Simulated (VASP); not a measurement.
A convergence study with VASP on SnO₂ (rutile): one setting is varied, all else stays as given below, so the limit is that of these other settings.

```
CELL_PARAMETERS angstrom
      4.74000     0.00000     0.00000
      0.00000     4.74000     0.00000
      0.00000     0.00000     3.19000
ATOMIC_POSITIONS crystal
  Sn 0.00000 0.00000 0.00000
  Sn 0.50000 0.50000 0.50000
  O  0.30700 0.30700 0.00000
  O  0.80700 0.19300 0.50000
  O  0.19300 0.80700 0.50000
  O  0.69300 0.69300 0.00000
```

The numbers are results of PBE GGA, VASP's PBE PAW potentials (set 64) (plane waves; VASP 6.6.1), not measurements. The tightest run used: 700 eV cut-off, 10×10×16 Γ-centred mesh, tetrahedra with Blöchl corrections, potentials Sn_d O.

Unless said otherwise, spin-orbit coupling is left out, though it shifts the bands of the heavy elements here. Gaps are read on the run's mesh, which can miss a band edge.

### Question
The settings run are 2×2×3 mesh; 2×2×4 mesh; 3×3×5 mesh; 4×4×6 mesh; 4×4×7 mesh; 5×5×8 mesh; 6×6×9 mesh; 6×6×10 mesh; 7×7×11 mesh; 8×8×12 mesh; 8×8×13 mesh; 9×9×14 mesh; 9×9×15 mesh; 10×10×16 mesh. From which on does the energy per atom stay within 0.005 eV/atom of the tightest run?

### Answer
From 3×3×5 mesh on: it is off by 0.0011 there and by no more than 0.005 in any finer run, while 2×2×4 mesh is off by 0.0064.
| setting | E (eV/atom) | pressure (GPa) | largest force (eV/Å) | gap on the mesh (eV) | irreducible k-points | difference judged (eV/atom) |
|---|---|---|---|---|---|---|
| 2×2×3 mesh | -6.1832 | 10.73 | 0.255 | 1.234 | 6 | 0.0160 |
| 2×2×4 mesh | -6.1927 | 10.79 | 0.243 | 1.240 | 9 | 0.0064 |
| 3×3×5 mesh | -6.1981 | 10.99 | 0.264 | 1.246 | 9 | 0.0011 |
| 4×4×6 mesh | -6.1989 | 11.04 | 0.265 | 1.247 | 24 | 0.0002 |
| 4×4×7 mesh | -6.1990 | 11.04 | 0.265 | 1.247 | 24 | 0.0002 |
| 5×5×8 mesh | -6.1991 | 11.05 | 0.265 | 1.248 | 30 | 0.0000 |
| 6×6×9 mesh | -6.1991 | 11.06 | 0.265 | 1.248 | 50 | 0.0000 |
| 6×6×10 mesh | -6.1991 | 11.06 | 0.265 | 1.248 | 60 | 0.0000 |
| 7×7×11 mesh | -6.1991 | 11.06 | 0.265 | 1.248 | 60 | 0.0000 |
| 8×8×12 mesh | -6.1991 | 11.06 | 0.265 | 1.248 | 105 | 0.0000 |
| 8×8×13 mesh | -6.1991 | 11.06 | 0.265 | 1.248 | 105 | 0.0000 |
| 9×9×14 mesh | -6.1991 | 11.06 | 0.265 | 1.248 | 120 | 0.0000 |
| 9×9×15 mesh | -6.1991 | 11.06 | 0.265 | 1.248 | 120 | 0.0000 |
| 10×10×16 mesh | -6.1991 | 11.06 | 0.265 | 1.248 | 189 | 0.0000 |

Left out are rungs that failed or repeat a setting and relaxations that didn't move; long series are thinned to 24 rows.

The compound is SnO2 in the rutile structure. The cell was not relaxed at this level, forces remain on its atoms.
